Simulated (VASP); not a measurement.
Input:

```
CELL_PARAMETERS angstrom
      0.00000     3.17787     3.17787
      3.17787     0.00000     3.17787
      3.17787     3.17787     0.00000
ATOMIC_POSITIONS crystal
  Mg 0.25000 0.25000 0.25000
  Mg 0.75000 0.75000 0.75000
  Ge 0.00000 0.00000 0.00000
```

Method: PBEsol GGA, VASP's PBE PAW potentials (set 64) (plane waves; VASP). Settings: 400 eV cut-off, 7×7×7 Γ-centred mesh, tetrahedra with Blöchl corrections, potentials Mg Ge_d.

Q: Estimate the energy per atom (σ→0).

A: 
```json
{
 "energy per atom (σ→0)": "-3.078 eV/atom"
}
```

Only differences to runs with the same potentials and settings are physical.

The compound is Mg2Ge in the antifluorite structure. It was relaxed first.
